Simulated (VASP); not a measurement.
These are LDA (Ceperley-Alder, Perdew-Zunger), VASP's LDA PAW potentials (set 64) (plane waves; VASP) values and carry that method's errors.

VASP ran on this input.

**INCAR**
```
LWAVE = .FALSE.
EDIFF = 1E-6
LCHARG = .FALSE.
NELM = 100   # most electronic steps
ENCUT = 500   # plane-wave cut-off (eV)
NSW = 40
PREC = Accurate
LASPH = .TRUE.   # aspherical one-centre terms
ISIF = 3   # ions, shape and volume
ISMEAR = 1   # Methfessel-Paxton
PSTRESS = 200   # kbar
SYSTEM = PdIn
LREAL = .FALSE.
SIGMA = 0.1   # width (eV)
ALGO = Normal   # blocked Davidson
IBRION = 2   # conjugate gradients
LMAXMIX = 4   # l cut-off of mixed one-centre charges
EDIFFG = -0.02   # ionic stop
```

**KPOINTS**
```
K-points
0
G
  12 12 12
0 0 0
```

**POSCAR**
```
PdIn
1
    3.1582903736     0.0000000000     0.0000000000
    0.0000000000     3.1582903736     0.0000000000
    0.0000000000     0.0000000000     3.1582903736
In Pd
1 1
Direct
  0.5000000000   0.5000000000   0.5000000000
  0.0000000000   0.0000000000   0.0000000000
```

POTCAR, in this order: In_d Pd (LDA.64 set). Program: vasp_std.

Energy and stress use the plane-wave basis of the starting cell. Unless said otherwise, spin-orbit coupling is left out, though it shifts the bands of the heavy elements here.

Q: Predict the energy per atom (σ→0), volume per atom, band gap (on the k-mesh).

A: 
```
Quantity                                                     Value
------------------------  ----------------------------------------
energy per atom (σ→0)                               -5.310 eV/atom
band gap (on the k-mesh)  none (metal, semimetal or under 0.01 eV)
volume per atom                                      15.08 Å³/atom
```

**OSZICAR**
```
...
   3 F= -.68546104E+01 E0= -.68546005E+01  d E =-.435284E-01
       N       E                     dE             d eps       ncg     rms          rms(c)
DAV:   1    -0.106210028754E+02    0.38511E-02   -0.77791E-03  2814   0.169E+00    0.137E-01
DAV:   2    -0.106206821289E+02    0.32075E-03   -0.11958E-03  2646   0.518E-01    0.395E-02
DAV:   3    -0.106206511484E+02    0.30980E-04   -0.79656E-05  3362   0.214E-01    0.195E-02
DAV:   4    -0.106206461308E+02    0.50176E-05   -0.11259E-05  3650   0.667E-02    0.188E-02
DAV:   5    -0.106206455423E+02    0.58852E-06   -0.19163E-06  2633   0.132E-02
   4 F= -.68546664E+01 E0= -.68546562E+01  d E =-.435844E-01
```

The compound is PdIn in the CsCl type structure. This run relaxes it under an external pressure of 20 GPa. Symmetry was kept, so distortions that lower it aren't found. The electron count is odd and the run is not spin-polarised, which forces a metal.
